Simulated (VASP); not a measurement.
A cell of Ca (fcc) near equilibrium:

```xyz
1
Lattice="0.0000 2.7863 2.7863 2.7863 0.0000 2.7863 2.7863 2.7863 0.0000" Properties=species:S:1:pos:R:3 pbc="T T T"
Ca     0.0000     0.0000     0.0000
```

Computed with r2SCAN meta-GGA, VASP's PBE PAW potentials (set 64) (plane waves; VASP).

```json
[
 {"run": "as it is", "ΔE (meV/atom)": "0.0", "σxx": "-0.03", "σyy": "-0.03", "σzz": "-0.03", "largest shear component, with its sign (GPa)": "0.00", "largest force (eV/Å)": "0.000"},
 {"run": "after one change", "ΔE (meV/atom)": "0.3", "σxx": "-0.18", "σyy": "-0.18", "σzz": "-0.27", "largest shear component, with its sign (GPa)": "0.00", "largest force (eV/Å)": "0.000"}
]
```
Stress is in GPa, positive when the cell is compressed.

What was changed between the two runs?
A. uniaxial strain of +3.0 % along y
B. uniaxial strain of +1.0 % along z
C. biaxial strain of -1.0 % in the yz plane
D. isotropic strain of +1.5 %

B, uniaxial strain of +1.0 % along z

The compound is Ca in the fcc structure.
